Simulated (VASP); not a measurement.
Here is the system:

```
CELL_PARAMETERS angstrom
      3.84819     0.00000     0.00000
     -1.92409     3.33263     0.00000
      0.00000     0.00000     5.36343
ATOMIC_POSITIONS crystal
  Re 0.00000 0.00000 0.00000
  Re 0.00000 0.00000 0.50000
  S  0.33333 0.66667 0.25000
  S  0.66667 0.33333 0.75000
```

The numbers are results of PBE GGA, VASP's PBE PAW potentials (set 64) (plane waves; VASP), not measurements. Run with 300 eV cut-off, 7×7×4 Γ-centred mesh, Fermi-Dirac smearing of 0.10 eV, potentials Re S.

At this cut-off the stress carries a Pulay error, which pulls relaxed volumes low. Unless said otherwise, spin-orbit coupling is left out, though it shifts the bands of the heavy elements here.

Q: Predict the energy per atom (σ→0), pressure, band gap (on the k-mesh) with the smallest direct gap where there is one.

A: 
The band gap (on the k-mesh) comes out as none (metal, semimetal or under 0.01 eV). The energy per atom (σ→0) is -7.694 eV/atom and the pressure is -192.5 kbar.

Total energies compare only between runs with the same potentials, cut-off and functional.

The structure was generated: ReS was put into an ordered model structure, which need not be its known phase. The cell was not relaxed at this level.
